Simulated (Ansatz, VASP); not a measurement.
# Two plane-wave programs on Be3B2C

The input INCAR:

```
SYSTEM = Be3B2C
PREC = Accurate ; ENCUT = 600
EDIFF = 1E-7 ; ISMEAR = 0
SIGMA = 0.1 ; LREAL = .FALSE.
LASPH = .TRUE. ; NELM = 100
ALGO = Fast ; ISIF = 3
LWAVE = .FALSE. ; LCHARG = .FALSE.
GGA = PE ; IBRION = 2
NSW = 100 ; EDIFFG = -0.01
```

KPOINTS

```
Automatic mesh
0
G
  12 12 8
  0 0 0
```

Contents of POSCAR:

```
Be3B2C
1.0
    4.0868516923      0.0000000000      0.0000000000
   -2.0434258461      3.5393173870      0.0000000000
    0.0000000000      0.0000000000      4.4602983550
Be B C
3 2 1
Direct
    0.5000000000      0.0000000000      0.0000000000
    0.0000000000      0.5000000000      0.0000000000
    0.5000000000      0.5000000000      0.0000000000
    0.0000000000      0.0000000000      0.8176773573
    0.0000000000      0.0000000000      0.1823226427
    0.0000000000      0.0000000000      0.5000000000
```

Input for Ansatz:

```yaml
crystal:
  lattice:
    - [4.0868516923, 0.0, 0.0]
    - [-2.0434258461, 3.539317387, 0.0]
    - [0.0, 0.0, 4.460298355]
  atoms:
    - { symbol: Be, position: [0.5, 0.0, 0.0] }
    - { symbol: Be, position: [0.0, 0.5, 0.0] }
    - { symbol: Be, position: [0.5, 0.5, 0.0] }
    - { symbol: B, position: [0.0, 0.0, 0.8176773573] }
    - { symbol: B, position: [0.0, 0.0, 0.1823226427] }
    - { symbol: C, position: [0.0, 0.0, 0.5] }
basis:
  ecutwfc: 420
kpoints:
  mp_grid: { grid: [12, 12, 8] }
hamiltonian:
  xc: pbe
scf:
  occupations: { method: gaussian, width: 0.1 }
output:
  forces: true
  stress: true
  eigenvalues: true
  write_density: true
  write_potential: true
  elf: true
  volumetric_format: npy
relax:
  adjacent_minimum: "off"
  f_tol: 0.01
  max_steps: 80
  cell: { stress_tol: 0.05 }
```

Alike in both runs: task relaxation of cell and atoms; functional PBE; k mesh 12 × 12 × 8; occupations gaussian, width 0.1 eV; no spin polarisation.

|  | VASP | Ansatz |
| --- | --- | --- |
| version | VASP 6.6.1 | Ansatz 0.2.0 |
| potentials or method | VASP PAW PBE potentials, release 64 (Be, B, C) | scalar-relativistic, plane waves, PAW |
| plane-wave cutoff (eV) | 600 | 420 |
| valence electrons in the cell | 16 | 16 |

|  | VASP | Ansatz | Ansatz less VASP |
| --- | --- | --- | --- |
| gap on the k mesh at the Fermi level, each at its own relaxed structure (eV) | none | none | - |
| relaxed volume (Å³/atom) | 10.75 | 10.75 | +0.002 |
| relaxed cell length with the largest relative difference (Å) | 4.459 | 4.461 | +0.0017 |

A gap of «none» marks a metal or a gap that the smearing closes.
